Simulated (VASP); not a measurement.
Data:

```xyz
3
Lattice="0.0000 3.4474 3.5012 3.4735 0.0000 3.5012 3.4735 3.4474 0.0000" Properties=species:S:1:pos:R:3 pbc="T T T"
Sr     0.0000     0.0000     0.0000
Cl     1.7367     1.7237     1.7506
Cl     5.2683     5.1711     5.2517
```

Computed with PBE GGA, VASP's PBE PAW potentials (set 64) (plane waves; VASP). Settings: 520 eV cut-off, 5×5×5 Γ-centred mesh, Gaussian smearing of 0.050 eV, potentials Sr_sv Cl.

Which forces act on the atoms, in eV/Å?

| atom | Fx | Fy | Fz |
|---|---|---|---|
| Sr1 | 0.084 | 0.000 | 0.000 |
| Cl2 | 0.086 | 0.000 | 0.000 |
| Cl3 | -0.170 | 0.000 | 0.000 |

Give the stress tensor in GPa (positive for a compressed cell).

```
1.62  0.00  0.00
0.00  1.99  0.30
0.00  0.30  1.18
```
The pressure is its mean diagonal, 1.60 GPa.

The compound is SrCl2 in the fluorite structure. The cell was not relaxed at this level, atoms are displaced from their ideal sites. The run is one of a series of settings (ENCUT = 520 against the base run), some of them coarse on purpose.
